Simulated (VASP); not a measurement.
# NaLi16 (a cell with a defect) in VASP: a series of runs, part 2 of 3

VASP 6.6.1.

## (4) Relaxation of the atoms, PBE

Input file INCAR:

```
PREC = Accurate
ENCUT = 520
EDIFF = 1E-6
ISMEAR = -1
SIGMA = 0.05
LREAL = Auto
LASPH = T
NELM = 100
ALGO = Normal
ISIF = 2
LWAVE = F
LCHARG = F
GGA = PE
IBRION = 2
NSW = 45
EDIFFG = -0.08
```

Input file KPOINTS:

```
Automatic mesh
0
Gamma
  2 2 2
```

Input file POSCAR:

```
NaLi16
1.0
    6.9800000000      0.0000000000      0.0000000000
    0.0000000000      6.9800000000      0.0000000000
    0.0000000000      0.0000000000      6.9800000000
Li Na
16 1
Direct
    0.0000000000      0.0000000000      0.0000000000
    0.5000000000      0.0000000000      0.0000000000
    0.0000000000      0.5000000000      0.0000000000
    0.0000000000      0.0000000000      0.5000000000
    0.2500000000      0.2500000000      0.2500000000
    0.5000000000      0.5000000000      0.0000000000
    0.5000000000      0.0000000000      0.5000000000
    0.7500000000      0.2500000000      0.2500000000
    0.0000000000      0.5000000000      0.5000000000
    0.2500000000      0.7500000000      0.2500000000
    0.2500000000      0.2500000000      0.7500000000
    0.5000000000      0.5000000000      0.5000000000
    0.7500000000      0.7500000000      0.2500000000
    0.7500000000      0.2500000000      0.7500000000
    0.2500000000      0.7500000000      0.7500000000
    0.7500000000      0.7500000000      0.7500000000
    0.6277591000      0.0010340000      0.2478024000
```

Potentials or basis: VASP PAW PBE potentials, release 64 (Li_sv, Na_pv).

Command:

```
cat potpaw_PBE.64/Li_sv/POTCAR potpaw_PBE.64/Na_pv/POTCAR > POTCAR
mpirun -np 1 vasp_std > vasp.out
```

OUTCAR:

```text
PREC = Accurate
   ENCUT = 520
   EDIFF = 1E-6
   ISMEAR = -1
   LREAL = Auto
   LASPH = T
   NELM = 100
   ISIF = 2
   GGA = PE
   IBRION = 2
   NSW = 45
   EDIFFG = -0.08

 ion  position               nearest neighbor table
   1  0.000  0.000  0.000-
   2  0.500  0.000  0.000-  17 1.95
   3  0.000  0.500  0.000-
   4  0.000  0.000  0.500-
   5  0.250  0.250  0.250-
   6  0.500  0.500  0.000-
   7  0.500  0.000  0.500-  17 1.97
   8  0.750  0.250  0.250-  17 1.94
   9  0.000  0.500  0.500-
  10  0.250  0.750  0.250-
  11  0.250  0.250  0.750-
  12  0.500  0.500  0.500-
  13  0.750  0.750  0.250-  17 1.95
  14  0.750  0.250  0.750-
  15  0.250  0.750  0.750-
  16  0.750  0.750  0.750-
  17  0.628  0.001  0.248-   8 1.94   2 1.95  13 1.95   7 1.97

  LATTYP: Found a simple cubic cell.
 ALAT       =     6.9800000000

  Lattice vectors:

 A1 = (   6.9800000000,   0.0000000000,   0.0000000000)
 A2 = (   0.0000000000,   6.9800000000,   0.0000000000)
 A3 = (   0.0000000000,   0.0000000000,   6.9800000000)

Analysis of symmetry for initial positions (statically):
=====================================================================
 Subroutine PRICEL returns:
 Original cell was already a primitive cell.

 Routine SETGRP: Setting up the symmetry group for a
 simple cubic supercell.

 Subroutine GETGRP returns: Found  1 space group operations
 (whereof  1 operations were pure point group operations)
 out of a pool of 48 trial point group operations.

The static configuration has the point symmetry C_1 .

Analysis of symmetry for dynamics (positions and initial velocities):
=====================================================================
 Subroutine PRICEL returns:
 Original cell was already a primitive cell.

 Routine SETGRP: Setting up the symmetry group for a
 simple cubic supercell.

 Subroutine GETGRP returns: Found  1 space group operations
 (whereof  1 operations were pure point group operations)
 out of a pool of 48 trial point group operations.

The dynamic configuration has the point symmetry C_1 .

 Subroutine INISYM returns: Found  1 space group operations
 (whereof  1 operations are pure point group operations),
 and found     1 'primitive' translations

----------------------------------------------------------------------------------------

                                     Primitive cell

  volume of cell :     340.0684

  direct lattice vectors                    reciprocal lattice vectors
     6.980000000  0.000000000  0.000000000     0.143266476  0.000000000  0.000000000
     0.000000000  6.980000000  0.000000000     0.000000000  0.143266476  0.000000000
     0.000000000  0.000000000  6.980000000     0.000000000  0.000000000  0.143266476

  length of vectors
     6.980000000  6.980000000  6.980000000     0.143266476  0.143266476  0.143266476

  position of ions in fractional coordinates (direct lattice)
     0.000000000  0.000000000  0.000000000
     0.500000000  0.000000000  0.000000000
     0.000000000  0.500000000  0.000000000
     0.000000000  0.000000000  0.500000000
     0.250000000  0.250000000  0.250000000
[... 56 lines left out ...]

 Found      8 irreducible k-points:

 Following reciprocal coordinates:
            Coordinates               Weight
  0.000000  0.000000  0.000000      1.000000
  0.500000  0.000000  0.000000      1.000000
  0.000000  0.500000  0.000000      1.000000
  0.000000  0.000000  0.500000      1.000000
  0.500000  0.500000  0.000000      1.000000
  0.000000  0.500000  0.500000      1.000000
  0.500000  0.000000  0.500000      1.000000
  0.500000  0.500000  0.500000      1.000000
   k-points           NKPTS =      8   k-points in BZ     NKDIM =      8   number of bands    NBANDS=     36
   number of dos      NEDOS =    301   number of ions     NIONS =     17
   total plane-waves  NPLWV = 157464
   dimension x,y,z NGX =    54 NGY =   54 NGZ =   54
   dimension x,y,z NGXF=   108 NGYF=  108 NGZF=  108
   ions per type =              16   1
   NGX,Y,Z   is equivalent  to a cutoff of  12.86, 12.86, 12.86 a.u.
   NGXF,Y,Z  is equivalent  to a cutoff of  25.72, 25.72, 25.72 a.u.
 SYSTEM =  unknown system
   PREC   = accura    normal or accurate (medium, high low for compatibility)
   ISTART =      0    job   : 0-new  1-cont  2-samecut
   ICHARG =      2    charge: 1-file 2-atom 10-const
   ISPIN  =      1    spin polarized calculation?
   LNONCOLLINEAR =      F non collinear calculations
   LSORBIT =      F    spin-orbit coupling
   LASPH  =      T    aspherical Exc in radial PAW
   ENCUT  =  520.0 eV  38.22 Ry    6.18 a.u.  12.98 12.98 12.98*2*pi/ulx,y,z
   NELM   =    100;   NELMIN=  2; NELMDL= -5     # of ELM steps
   EDIFF  = 0.1E-05   stopping-criterion for ELM
   LREAL  =      T    real-space projection
   EDIFFG = -.8E-01   stopping-criterion for IOM
   NSW    =     45    number of steps for IOM
   IBRION =      2    ionic relax: 0-MD 1-quasi-New 2-CG
   NFREE  =      1    steps in history (QN), initial steepest desc. (CG)
   ISIF   =      2    stress and relaxation
   ISYM   =      2    0-nonsym 1-usesym 2-fastsym
   POTIM  = 0.5000    time-step for ionic-motion
   TEBEG  =    0.0;   TEEND  =   0.0 temperature during run
   PSTRESS=    0.0 pullay stress
   NELECT =      55.0000    total number of electrons
   NUPDOWN=      -1.0000    fix difference up-down
   EMIN   =  10.00;   EMAX   =-10.00  energy-range for DOS
   EFERMI =   0.00;   METHOD = LEGACY
   ISMEAR =    -1;   SIGMA  =   0.05  broadening in eV -4-tet -1-fermi 0-gaus
   EFERMI_NEDOS =   21; number of points for ismear=-14 and -15
   IALGO  =     38    algorithm
   IMIX   =      4    mixing-type and parameters
     AMIX     =   0.40;   BMIX     =  1.00
     AMIX_MAG =   1.60;   BMIX_MAG =  1.00
  volume/ion in A,a.u.               =      20.00       134.99
  Fermi-wavevector in a.u.,A,eV,Ry     =   0.891950  1.685540 10.824442  0.795574
  Thomas-Fermi vector in A             =   2.013836
   LORBIT       =      0    0 simple, 1 ext, 2 COOP (PROOUT), +10 PAW based schemes
   GGA     = PE    functional components
   LHFCALC =     F    Hartree Fock is set to
   AEXX    =    0.0000 exact exchange contribution
   IVDW    =     0    specifies the selected vdW correction
   LEPSILON=     F    determine dielectric tensor
   LRPA    =     F    only Hartree local field effects (RPA)
 conjugate gradient relaxation of ions
 non-spin polarized calculation
  energy-cutoff  :      520.00
  volume of cell :      340.07
 maximum number of plane-waves:      9124
 NGX is ok and might be reduce to    54
   NGX = 25   NGY = 25   NGZ = 25

--------------------------------------- Ionic step        1  -------------------------------------------

 number of electron      54.9999927 magnetization

 Free energy of the ion-electron system (eV)
  ---------------------------------------------------
  ext. energy  EPLUGINS =         0.00000000
  ---------------------------------------------------
  free energy    TOTEN  =       -27.69275175 eV

  energy without entropy =      -27.54469676  energy(sigma->0) =      -27.61872426

------------------------ aborting loop because EDIFF is reached ----------------------------------------

  FORCE on cell =-STRESS in cart. coord.  units (eV):
  Direction    XX          YY          ZZ          XY          YZ          ZX
  --------------------------------------------------------------------------------------
  -------------------------------------------------------------------------------------
  Total        2.7390794      5.5521589      5.2907210      0.0457588      0.0013086      0.0957723
  in kB       12.9047304     26.1581001     24.9263780      0.2155854      0.0061651      0.4512159
  external PRESSURE =      21.3297362 kB  Pullay stress =       0.0000000 kB
[... 134 lines left out ...]
  FREE ENERGIE OF THE ION-ELECTRON SYSTEM (eV)
  ---------------------------------------------------
  free  energy   TOTEN  =       -29.8728715858 eV

  energy  without entropy=      -29.7133044892  energy(sigma->0) =      -29.79308804

[... ionic steps 4 to 12 ...]

--------------------------------------- Ionic step       13  -------------------------------------------

 number of electron      54.9999988 magnetization

------------------------ aborting loop because EDIFF is reached ----------------------------------------
[... 97 lines left out ...]
--------------------------------------- Ionic step       15  -------------------------------------------

 number of electron      55.0000002 magnetization

 Free energy of the ion-electron system (eV)
  ---------------------------------------------------
  ext. energy  EPLUGINS =         0.00000000
  ---------------------------------------------------
  free energy    TOTEN  =       -30.30726221 eV

  energy without entropy =      -30.21782035  energy(sigma->0) =      -30.26254128

 E-fermi :   0.6257     XC(G=0):  -7.1396

 val. band max:        0.4991788676   @ k =   0.0000   0.5000   0.5000
 cond. band min:       0.6390893543   @ k =   0.5000   0.5000   0.0000
 fundamental gap:      0.1399104867
 Fermi energy:         0.6256719122

 k-point     1 :       0.0000    0.0000    0.0000
  band No.  band energies     occupation
      1     -46.0374      2.00000
      2     -46.0335      2.00000
      3     -46.0218      2.00000
      4     -46.0179      2.00000
      5     -45.8959      2.00000
      6     -45.8915      2.00000
[... 345 lines left out ...]
  FREE ENERGIE OF THE ION-ELECTRON SYSTEM (eV)
  ---------------------------------------------------
  free  energy   TOTEN  =       -30.3072622138 eV

  energy  without entropy=      -30.2178203502  energy(sigma->0) =      -30.26254128

 reached required accuracy - stopping structural energy minimisation
```

Run time: 33 min. Hardware: 1 thread of AMD EPYC 7R13 (Zen 3), shared host; peak memory 0.4 GiB.

Results:

* Free energy: -30.3073 eV
* Energy gained by relaxing: 153.8 meV/atom
* Ionic steps: 15
* Largest force after relaxing: 0.064 eV/Å
* Band gap on the k mesh: none (metal or under the smearing width)

Forces in eV/Å, atoms in the order of the input:
```
Li  -0.005 -0.001  0.014
Li  -0.020 -0.001 -0.014
Li  -0.015 -0.001 -0.009
Li  -0.008 -0.001 -0.014
Li   0.005 -0.012  0.001
Li   0.032 -0.001  0.054
Li  -0.012  0.000  0.006
Li   0.015  0.008  0.002
Li  -0.017 -0.001  0.009
Li   0.006  0.013  0.000
Li   0.014  0.010  0.003
Li   0.032  0.001 -0.055
Li   0.010 -0.006  0.003
Li  -0.027 -0.047  0.000
Li   0.013 -0.009  0.002
Li  -0.027  0.049  0.000
Na   0.005 -0.002  0.000
```

Step by step:
```csv
step,energy change (eV),largest force (eV/Å),pressure (GPa)
1,0.0000,2.5153,2.13
2,-0.9881,1.7677,1.77
3,-2.1801,0.4500,1.42
4,-2.2552,0.4293,1.45
5,-2.2553,0.4459,1.46
6,-2.3173,0.3730,1.41
7,-2.4518,0.1883,1.30
8,-2.3838,0.5922,1.36
9,-2.4878,0.2369,1.28
10,-2.4893,0.2481,1.27
11,-2.5320,0.1860,1.27
12,-2.5791,0.2120,1.34
13,-2.6042,0.0829,1.34
14,-2.6055,0.0851,1.34
15,-2.6145,0.0639,1.32
```

Final structure:
```yaml
crystal:
  lattice:
    - [6.98000, 0.00000, 0.00000]
    - [0.00000, 6.98000, 0.00000]
    - [0.00000, 0.00000, 6.98000]
  atoms:
    - { symbol: Li, position: [0.01321, 0.00005, 0.98679] }
    - { symbol: Li, position: [0.42390, 0.99948, 0.93749] }
    - { symbol: Li, position: [0.02442, 0.50021, 0.97717] }
    - { symbol: Li, position: [0.01328, 0.00001, 0.51317] }
    - { symbol: Li, position: [0.23728, 0.26272, 0.25009] }
    - { symbol: Li, position: [0.49545, 0.50004, 0.99481] }
    - { symbol: Li, position: [0.42593, 0.99968, 0.56091] }
    - { symbol: Li, position: [0.82579, 0.31227, 0.25108] }
    - { symbol: Li, position: [0.02442, 0.50024, 0.52340] }
    - { symbol: Li, position: [0.23714, 0.73733, 0.25008] }
    - { symbol: Li, position: [0.22625, 0.27324, 0.74933] }
    - { symbol: Li, position: [0.49548, 0.50010, 0.50543] }
    - { symbol: Li, position: [0.82501, 0.68817, 0.25083] }
    - { symbol: Li, position: [0.75448, 0.25517, 0.75006] }
    - { symbol: Li, position: [0.22604, 0.72653, 0.74934] }
    - { symbol: Li, position: [0.75454, 0.74481, 0.75007] }
    - { symbol: Na, position: [0.62514, 0.00097, 0.24774] }
```

Caveat: the k mesh is coarse (spacing up to 0.45 Å⁻¹), so the values aren't converged; the cutoff is under 1.25 times the usual one of these potentials, so pressure, stress and relaxed cells hold a basis-set (Pulay) error; the relaxation stopped at a loose force limit of 0.08 eV/Å, so its end isn't a converged minimum.

(Continued in part 3 of 3.)
